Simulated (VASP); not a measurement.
Computed with r2SCAN meta-GGA, VASP's PBE PAW potentials (set 64) (plane waves; VASP).

Input for VASP

**INCAR**
```
LASPH=.TRUE.   # aspherical one-centre terms
SYSTEM=CsPbBr3
PREC=Accurate
NELM=100   # most electronic steps
ALGO=Normal   # blocked Davidson
METAGGA=R2SCAN
LMAXMIX=4   # l cut-off of mixed one-centre charges
NSW=60   # most ionic steps
IBRION=2   # conjugate gradients
EDIFF=1E-6   # SCF stop (eV)
LREAL=.FALSE.   # projection in real space or not
EDIFFG=-0.02
SIGMA=0.05
ISMEAR=0
LWAVE=.FALSE.
ENCUT=400
ISIF=3
LCHARG=.FALSE.
LMIXTAU=.TRUE.
```

### KPOINTS
```
Automatic mesh
0
Gamma
4 3 3
0 0 0
```

POSCAR:
```
CsPbBr3
1.0
  5.9148074744   0.0000000000   0.0000000000
  0.0000000000   5.7475005166   5.7492569514
  0.0000000000  -5.7475005166   5.7492569514
Cs Pb Br
2 2 6
Cartesian
  2.9574037372  -0.0000000000   5.6834701692
  2.9574037372  -0.0000000000  11.4625098308
  0.0000000000   2.8819601628   8.5349882142
  0.0000000000  -2.8819601628   8.5349882142
  0.0000000000  -3.5947099939   5.6656580076
  0.0000000000   3.5947099939   5.6656580076
  2.9574037372  -2.9118892308   8.5045125880
  2.9574037372   2.9118892308   8.5045125880
  0.0000000000   0.0000000000   3.5246856263
  0.0000000000   0.0000000000   7.8315791078
```

POTCAR, in this order: Cs_sv Pb_d Br (PBE.64 set). Program: vasp_std.

Energy and stress use the plane-wave basis of the starting cell. Unless said otherwise, spin-orbit coupling is left out, though it shifts the bands of the heavy elements here.

Q: Estimate the energy per atom (σ→0), volume per atom, band gap (on the k-mesh).

A: 
```
Property                           Result
------------------------  ---------------
energy per atom (σ→0)     -25.705 eV/atom
band gap (on the k-mesh)          2.23 eV
volume per atom            40.71 Å^3/atom
```

**OSZICAR**
```
...
DAV:   4    -0.257053543330E+03   -0.27258E-03   -0.12418E-03  1392   0.209E-01    0.379E-02
DAV:   5    -0.257053650035E+03   -0.10671E-03   -0.52640E-04  1296   0.135E-01    0.183E-02
DAV:   6    -0.257053804032E+03   -0.15400E-03   -0.19056E-04  1280   0.787E-02    0.826E-03
DAV:   7    -0.257053807827E+03   -0.37958E-05   -0.42717E-05  1352   0.387E-02    0.269E-03
DAV:   8    -0.257053822866E+03   -0.15038E-04   -0.12129E-05  1284   0.215E-02    0.734E-04
DAV:   9    -0.257053824643E+03   -0.17771E-05   -0.94334E-07   864   0.646E-03    0.403E-04
DAV:  10    -0.257053824554E+03    0.88570E-07   -0.57611E-07   796   0.516E-03
   3 F= -.25705382E+03 E0= -.25705382E+03  d E =-.534171E-01
```

The structure comes from a computed database's CsPbBr3 entry (Amm2); how it stands against other phases isn't given here. This run relaxes it. Symmetry was kept, so distortions that lower it aren't found. The start is the result of an earlier pass.
